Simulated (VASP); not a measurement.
Consider the following.

Space group Im-3m (No. 229); a = b = c = 3.1617 Å, α = β = γ = 90.00°

```tsv
atom	site	symmetry	x	y	z
W	2a	m-3m	0.0000	0.0000	0.0000
```
(The calculation used a cell of 1 atom; values per cell refer to that cell.)

Calculation: PBE GGA with D4 dispersion, VASP's PBE PAW potentials (set 64) (plane waves; VASP). Settings: 520 eV cut-off, 16×16×16 Γ-centred mesh, first-order Methfessel-Paxton smearing of 0.10 eV, potentials W_sv.

Q: Give the energy at these volumes per atom, relative to the lowest: 14.88, 15.35, 15.83, 16.30, 16.78 Å³.

A: 60.5, 13.4, 0.0, 15.1, 54.1 meV/atom. A third-order Birch-Murnaghan fit gives B0 = 321 GPa and B0′ = 4.6.

Measured: bulk modulus 312 GPa at 0 K (computed value off by +2.9 %), as given by Vázquez-Parga, Fernández-Martínez, Viñes, J. Chem. Theory Comput. (2023), doi:10.1021/acs.jctc.3c00612, Supporting … [zero-point energy and finite temperature contributions removed]; a 3.160 Å at 0 K (computed value off by +0.1 %), as given by Daniel Mejia-Rodriguez et al., Physical Review B (2018), arXiv:1807.09216 [static lattice: zero-point anharmonic expansion removed].

The compound is W in the bcc structure. It was relaxed first.
